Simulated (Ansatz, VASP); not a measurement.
# Mg2Sn3C: VASP beside Ansatz

Wanted: the spread between two codes on one cell, functional and k mesh. The cell is invented: As first built, before any earlier steps moved the atoms (in the runner's words): it takes the Mg5Ge structure with some of its atoms replaced by other elements, volume scaled by an estimate. It may not be a known or stable phase. The cell is taken from a series of VASP runs on this material, whose earlier steps may have relaxed, scaled or displaced it; both programs get it as it stands.

Calculated with Ansatz 0.2.0; plane waves, with VASP 6.6.1 beside it; relaxation of cell and atoms at PBE.

### 1. Starting point

The structure is trigonal, space group R32 (No. 155). The conventional cell has a = 5.457 Å, b = 5.457 Å, c = 15.311 Å, α = 90.00°, β = 90.00°, γ = 120.00°. Sn has 6 Sn at 3.10 to 3.25 Å and 2 C at 3.12 Å and 4 Mg at 3.12 to 3.16 Å nearest. Nearest to Mg lie 6 Sn at 3.12 to 3.16 Å and 3 C at 3.15 Å and 3 Mg at 3.15 Å. Nearest to C lie 6 Sn at 3.12 Å and 6 Mg at 3.15 Å. As first built, before any earlier steps moved the atoms (in the runner's words): sites of the Mg5Ge structure (space group 155) filled with other elements, volume scaled by an estimate. Farther neighbours are not listed.

Coordinates:

```cif
data_structure
_symmetry_space_group_name_H-M 'P 1'
_symmetry_Int_Tables_number 1
_cell_length_a 5.9978
_cell_length_b 5.9978
_cell_length_c 5.9978
_cell_angle_alpha 54.122
_cell_angle_beta 54.122
_cell_angle_gamma 54.122
_cell_volume 131.63
loop_
_atom_site_label
_atom_site_type_symbol
_atom_site_fract_x
_atom_site_fract_y
_atom_site_fract_z
_atom_site_occupancy
Sn1 Sn 0.50000 0.15631 0.84369 1
Sn2 Sn 0.15631 0.84369 0.50000 1
Sn3 Sn 0.84369 0.50000 0.15631 1
Mg4 Mg 0.66612 0.66612 0.66612 1
Mg5 Mg 0.33388 0.33388 0.33388 1
C6 C 0.00000 0.00000 0.00000 1
```

### 2. VASP: relaxation of cell and atoms, PBE

The relaxed volume is the usual yardstick between codes: its relative difference is about their pressure difference at one cell divided by the bulk modulus.

Lines of VASP's logs that name or quote its potential files are left out, and so is its time.

INCAR reads:

```
SYSTEM = Mg2Sn3C
PREC = Accurate
ENCUT = 560
EDIFF = 1E-06
NELM = 100
ISMEAR = -1
SIGMA = 0.05
LREAL = .FALSE.
ALGO = Normal
GGA = PE
NBANDS = 31
LORBIT = 11
LWAVE = .FALSE.
LCHARG = .FALSE.
KPAR = 2
IBRION = 2
NSW = 60
ISIF = 3
EDIFFG = -0.01
```

POSCAR reads:

```
Mg2Sn3C
1.0
    2.7286307028      1.5753752400      5.1036167495
   -2.7286307028      1.5753752400      5.1036167495
    0.0000000000     -3.1507514644      5.1036167467
Sn Mg C
3 2 1
Direct
    0.5000000000      0.1563111564      0.8436888436
    0.1563111564      0.8436888436      0.5000000000
    0.8436888436      0.5000000000      0.1563111564
    0.6661174648      0.6661174648      0.6661174648
    0.3338825352      0.3338825352      0.3338825352
    0.0000000000      0.0000000000      0.0000000000
```

KPOINTS reads:

```
Automatic mesh
0
Gamma
5 5 5
0 0 0
```

The projector-augmented-wave data sets are Sn_d, Mg and C (PBE family, release 64).

Started as:

```sh
$ mpirun -np 2 vasp_std
```

Numbers of over 12 decimals in the logs are rounded to 6 here.

What it wrote:

```text
[banner, memory and clock lines left out]
running    2 mpi-ranks, on    1 nodes
 distrk:  each k-point on    1 cores,    2 groups
 distr:  one band on    1 cores,    1 groups

 POSCAR found type information on POSCAR SnMgC
 POSCAR found :  3 types and       6 ions
 LDA part: xc-table for (Slater+PW92), standard interpolation
 POSCAR, INCAR and KPOINTS ok, starting setup
 FFT: planning ... GRIDC
 FFT: planning ... GRID_SOFT
 FFT: planning ... GRID
 WAVECAR not read
 entering main loop
       N       E                     dE             d eps       ncg     rms          rms(c)
DAV:   1     0.448902100893E+03    0.44890E+03   -0.25583E+04  1185   0.227E+03
DAV:   2     0.397650960782E+02   -0.40914E+03   -0.40008E+03  1178   0.566E+02
DAV:   3    -0.164351387117E+02   -0.56200E+02   -0.54643E+02  1396   0.178E+02
DAV:   4    -0.197545852599E+02   -0.33194E+01   -0.32534E+01  1364   0.428E+01
DAV:   5    -0.198712406343E+02   -0.11666E+00   -0.11650E+00  1528   0.829E+00    0.623E+00
DAV:   6    -0.200609019810E+02   -0.18966E+00   -0.11699E+01  1705   0.119E+01    0.676E+00
DAV:   7    -0.187382834917E+02    0.13226E+01   -0.32294E+00  1498   0.580E+00    0.212E+00
DAV:   8    -0.187331400477E+02    0.51434E-02   -0.68668E-01  1348   0.313E+00    0.851E-01
DAV:   9    -0.187136819565E+02    0.19458E-01   -0.86998E-02  1384   0.157E+00    0.355E-01
DAV:  10    -0.187136622043E+02    0.19752E-04   -0.22640E-02  1687   0.675E-01    0.305E-01
DAV:  11    -0.187115065897E+02    0.21556E-02   -0.83116E-03  1533   0.381E-01    0.567E-02
DAV:  12    -0.187116178546E+02   -0.11126E-03   -0.15314E-03  1381   0.161E-01    0.454E-02
DAV:  13    -0.187115787178E+02    0.39137E-04   -0.15647E-04  1557   0.514E-02    0.653E-03
DAV:  14    -0.187115813719E+02   -0.26541E-05   -0.39323E-05  1124   0.277E-02    0.469E-03
DAV:  15    -0.187115811809E+02    0.19103E-06   -0.69069E-07   817   0.620E-03
   1 F= -.18711581E+02 E0= -.18694526E+02  d E =-.187116E+02
[... from here on, the cycles between the ionic steps are left out ...]
   2 F= -.18812476E+02 E0= -.18796266E+02  d E =-.100895E+00
   3 F= -.19002453E+02 E0= -.18983192E+02  d E =-.290872E+00
  36 F= -.19813076E+02 E0= -.19798610E+02  d E =-.247701E-01
  37 F= -.19818616E+02 E0= -.19804671E+02  d E =-.553973E-02
  38 F= -.19829299E+02 E0= -.19816595E+02  d E =-.162235E-01
  39 F= -.19814646E+02 E0= -.19801916E+02  d E =-.156999E-02
  40 F= -.19830622E+02 E0= -.19818187E+02  d E =-.175458E-01
  41 F= -.19830643E+02 E0= -.19818238E+02  d E =-.175675E-01
  42 F= -.19832301E+02 E0= -.19819885E+02  d E =-.165790E-02
  43 F= -.19833716E+02 E0= -.19821253E+02  d E =-.307239E-02
  44 F= -.19833737E+02 E0= -.19821278E+02  d E =-.309327E-02
 curvature:  -1.84 expect dE=-0.248E-03 dE for cont linesearch -0.115E-06
 trial: gam= 0.07609 g(F)=  0.162E-04 g(S)=  0.118E-03 ort =-0.149E-04 (trialstep = 0.116E+01)
 search vector abs. value=  0.153E-03
 bond charge predicted
       N       E                     dE             d eps       ncg     rms          rms(c)
DAV:   1    -0.198351737693E+02   -0.14372E-02   -0.32208E-02  1575   0.229E+00    0.200E-01
DAV:   2    -0.198340905796E+02    0.10832E-02   -0.24367E-03  1561   0.631E-01    0.879E-02
DAV:   3    -0.198338557762E+02    0.23480E-03   -0.75962E-04  1628   0.326E-01    0.295E-02
DAV:   4    -0.198338245665E+02    0.31210E-04   -0.10871E-04  1847   0.617E-02    0.110E-02
DAV:   5    -0.198338116332E+02    0.12933E-04   -0.26212E-05  1358   0.396E-02    0.416E-03
DAV:   6    -0.198338116411E+02   -0.78635E-08   -0.17882E-06   818   0.108E-02
  45 F= -.19833812E+02 E0= -.19821386E+02  d E =-.751249E-04
 trial-energy change:   -0.000075  1 .order   -0.000055   -0.000155    0.000045
 step:   0.9869(harm=  0.8974)  dis= 0.00113  next Energy=   -19.833815 (dE=-0.784E-04)
 reached required accuracy - stopping structural energy minimisation
```

OUTCAR, selected parts (step 2):

```text
ion  position               nearest neighbor table
   1  0.500  0.156  0.844-   2 3.10   2 3.10   3 3.10   3 3.10   4 3.12   5 3.12   4 3.16   5 3.16
                             3 3.25   2 3.25
   2  0.156  0.844  0.500-   3 3.10   1 3.10   3 3.10   1 3.10   4 3.12   5 3.12   5 3.16   4 3.16
                             3 3.25   1 3.25
   3  0.844  0.500  0.156-   2 3.10   2 3.10   1 3.10   1 3.10   5 3.12   4 3.12   5 3.16   4 3.16
                             1 3.25   2 3.25
   4  0.666  0.666  0.666-   2 3.12   1 3.12   3 3.12   5 3.15   5 3.15   5 3.15   1 3.16   2 3.16
                             3 3.16
   5  0.334  0.334  0.334-   2 3.12   3 3.12   1 3.12   4 3.15   4 3.15   4 3.15   3 3.16   2 3.16
                             1 3.16
   6  0.000  0.000  0.000-

  LATTYP: Found a trigonal (rhomboedric) cell.
 ALAT       =     5.9978443282
 COS(alpha) =     0.5860678688

 Subroutine GETGRP returns: Found  6 space group operations
 (whereof  6 operations were pure point group operations)

The static configuration has the point symmetry D_3 .

 Found     19 irreducible k-points:

   k-points           NKPTS =     19   k-points in BZ     NKDIM =     19   number of bands    NBANDS=     31

   dimension x,y,z NGX =    48 NGY =   48 NGZ =   48
   dimension x,y,z NGXF=    96 NGYF=   96 NGZF=   96

   ENCUT  =  560.0 eV  41.16 Ry    6.42 a.u.  11.57 11.57 11.57*2*pi/ulx,y,z

   NELECT =      50.0000    total number of electrons

 k-points in reciprocal lattice and weights: Automatic mesh
   0.00000000  0.00000000  0.00000000       0.008
   0.20000000  0.00000000  0.00000000       0.048
   0.40000000  0.00000000  0.00000000       0.048
   0.20000000  0.20000000  0.00000000       0.048
   0.40000000  0.20000000  0.00000000       0.096
  -0.40000000  0.20000000  0.00000000       0.096
  -0.20000000  0.20000000  0.00000000       0.048
   0.40000000  0.40000000  0.00000000       0.048
  -0.40000000  0.40000000  0.00000000       0.048
[...]
0.40000000  0.40000000  0.40000000       0.016
  -0.40000000  0.40000000  0.40000000       0.048

 average (electrostatic) potential at core
       1-100.7213       2-100.7213       3-100.7213       4 -35.8510       5 -35.8510
       6 -49.2677

 E-fermi :   6.2567

 k-point     1 :       0.0000    0.0000    0.0000
  band No.  band energies     occupation
    ...
     22       2.9175      2.00000
     23       4.7097      2.00000
     24       5.1108      2.00000
     25       5.1665      2.00000
     26       5.1665      2.00000
     27       7.7466      0.00000
     28       7.7466      0.00000
     29       9.0667      0.00000
     30       9.0667      0.00000
     31       9.1077      0.00000

 k-point     2 :       0.2000    0.0000    0.0000
  band No.  band energies     occupation
    ...
     21       2.9070      2.00000
     22       3.8938      2.00000
     23       4.3526      2.00000
     24       4.7787      2.00000
     25       4.9018      2.00000
     26       6.6738      0.00048
     27       7.1230      0.00000
     28       7.4267      0.00000
     29       8.0578      0.00000
     30       9.2972      0.00000
    ...

 k-point     3 :       0.4000    0.0000    0.0000
  band No.  band energies     occupation
    ...
     21       2.9644      2.00000
     22       4.0838      2.00000
     23       4.6111      2.00000
     24       4.9840      2.00000
     25       5.5800      2.00000
     26       6.3472      0.28137
     27       6.9023      0.00000
     28       7.1994      0.00000
     29       8.4109      0.00000
     30       9.3580      0.00000
    ...

  Total       -0.0384469     -0.0384469     -0.0135294      0.0000000      0.0000000      0.0000000
  in kB       -0.4682498     -0.4682497     -0.1647758      0.0000000      0.0000000      0.0000000
  external PRESSURE =      -0.3670918 kB  Pullay stress =       0.0000000 kB

  energy-cutoff  :      560.00
  volume of cell :      131.55
      direct lattice vectors                 reciprocal lattice vectors
     3.216214212  1.856881700  3.671247699     0.155462282  0.089756196  0.090795661
    -3.216214212  1.856881700  3.671247699    -0.155462282  0.089756196  0.090795661
     0.000000000 -3.713764239  3.671247595     0.000000000 -0.179512398  0.090795640

 POSITION                                       TOTAL-FORCE (eV/Angst)
 -----------------------------------------------------------------------------------
      1.36695     -2.36762      5.50687        -0.001573      0.002724      0.000000
     -2.73389     -0.00000      5.50687         0.003146     -0.000000      0.000000
      1.36695      2.36762      5.50687        -0.001573     -0.002724     -0.000000
      0.00000     -0.00000      6.91027        -0.000000      0.000000     -0.000944
      0.00000     -0.00000      4.10348        -0.000000     -0.000000      0.000944
     -0.00000      0.00000      0.00000        -0.000000     -0.000000      0.000000
 -----------------------------------------------------------------------------------
    total drift:                                0.000002     -0.000000      0.000000

  FREE ENERGIE OF THE ION-ELECTRON SYSTEM (eV)
  ---------------------------------------------------
  free  energy   TOTEN  =       -19.8338116411 eV

  energy  without entropy=      -19.8089604159  energy(sigma->0) =      -19.82138603

 reached required accuracy - stopping structural energy minimisation

 total charge
# of ion       s       p       d       tot
------------------------------------------
    1        1.238   0.990   9.986  12.213
    2        1.238   0.990   9.986  12.213
    3        1.238   0.990   9.986  12.213
    4        0.208   0.126   0.020   0.354
    5        0.208   0.126   0.020   0.354
    6        0.979   1.136   0.000   2.115
--------------------------------------------------
tot          5.109   4.358  29.997  39.464

[... 3 further parts left out ...]
```

The run keeps the 6 symmetry operations of its start, so it cannot find a distortion of lower symmetry.

[end of part 1 of 2]

[Lines on the potential files, build, host, timing and source positions are cut from VASP's logs without a mark.]

[Logs are printed without paths, hosts, clocks, repeated set-up lines and the standing remarks that a program may print on its own settings, such as how far it seeks lower states.]

[Hosts, paths, dates, database ids (printed as entryN), source tags and the programs' standing remarks are cut or masked in the printed files.]
